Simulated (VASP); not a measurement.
## InP: band gap against strain

InP (zinc blende, F-43m, 25.380 Å³/atom at rest, cube axes along x, y and z) under an equal strain ε along x and y, with z held. PBEsol in VASP (plane waves, PAW), 480 eV, 10×10×10 Γ-centred mesh, Gaussian smearing 0.05 eV; ions are relaxed within the symmetry of each cell. Gaps are the smallest on the run's k-mesh, which can miss an edge that lies off it, without spin-orbit coupling; in all rows the valence edge lies at Γ and the conduction edge at Γ.

Here s stands for strain and Eg for gap.

| strain (%) | gap (eV) |
|---|---|
| -3.00 | ? |
| -1.50 | 0.706 |
| -1.00 | 0.661 |
| -0.50 | 0.616 |
| 0.00 | 0.570 |

Problem. Fit Eg against s with a straight line, and predict the withheld value at s = -3.00.

Solution. Means: s -0.75000, Eg 0.6382. About the means, the sum of products is -0.11325 and the sum of squares of s is 1.2500; the slope is their ratio. Least squares gives Eg = 0.5703 - 0.09060·s. Residuals (row less fit): -0.0002, 0.0001, 0.0004, -0.0003; standard error 0.0004 (degrees of freedom: 2). Over these rows the gap moves by -9.1 ± 0.03 eV per unit strain. At the withheld row, Eg = 0.5703 - 0.09060 × (-3.0) = 0.8421 eV. The calculation gives 0.839 eV, 0.0031 eV below the prediction (1.2 % of the range of Eg in the table). The row lies outside the fitted rows, so this is an extrapolation. The fitted rows scatter only by rounding.

One order more, fitted to all 7 runs of the series, follows each within 0.001, so the miss is the next term of a smooth law. Spin-orbit coupling is left out, which can shift this property for InP. Rows are the converged runs of the series near zero and its far end; series whose fitted rows scatter by over a few per cent of the range, as at a crossing or softening among them, aren't shown in this form. Most that stay on the fit to the last digits aren't either.
